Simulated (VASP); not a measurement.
A VASP calculation is set up with these files.

POSCAR:
```
AgBr
1
    0.0000000000     2.7640253739     2.7640253739
    2.7640253739     0.0000000000     2.7640253739
    2.7640253739     2.7640253739     0.0000000000
Ag Br
1 1
Direct
  0.0000000000   0.0000000000   0.0000000000
  0.5000000000   0.5000000000   0.5000000000
```

KPOINTS:
```
Regular mesh
0
Gamma
8 8 8
```

### INCAR
```
ALGO  =  Normal
EDIFF  =  1E-6
EDIFFG  =  -0.02
ENCUT  =  500
GGA  =  PS
IBRION  =  2
ISIF  =  3
ISMEAR  =  0
LASPH  =  .TRUE.
LCHARG  =  .FALSE.
LMAXMIX  =  4
LREAL  =  .FALSE.
LWAVE  =  .FALSE.
NELM  =  100
NSW  =  40
PREC  =  Accurate
PSTRESS  =  100
SIGMA  =  0.05
SYSTEM  =  AgBr
```

POTCAR, in this order: Ag Br (PBE.64 set). Program: vasp_std.

Q: Translate this PBEsol calculation to Ansatz.

A: One equivalent input (not run):
Ansatz 0.2 input:
```yaml
crystal:
  lattice:
    - [0.0000000, 2.7640254, 2.7640254]
    - [2.7640254, 0.0000000, 2.7640254]
    - [2.7640254, 2.7640254, 0.0000000]
  atoms:
    - { symbol: Ag, position: [0.0000000, 0.0000000, 0.0000000] }
    - { symbol: Br, position: [0.5000000, 0.5000000, 0.5000000] }
kpoints:
  mp_grid: { grid: [8, 8, 8] }
hamiltonian:
  xc: pbesol
  pseudopotentials: { kind: paw }
scf:
  occupations: { method: gaussian, width: 0.05 }
  max_iter: 100
relax:
  max_steps: 40
  f_tol: 0.02
  cell: { p_target: 10 }
output: { forces: true, stress: true, eigenvalues: true }
```
The two are equivalent in intent, not identical: each code has its own PAW files, so the cut-off isn't converted (ENCUT is set for VASP's; basis.ecutwfc is left out, and Ansatz then takes the one that its files recommend); Ansatz stops its SCF on the density residual and VASP on the energy change (EDIFF).

The compound is AgBr in the rock salt structure. This run relaxes it under an external pressure of 10 GPa. Symmetry was kept, so distortions that lower it aren't found.
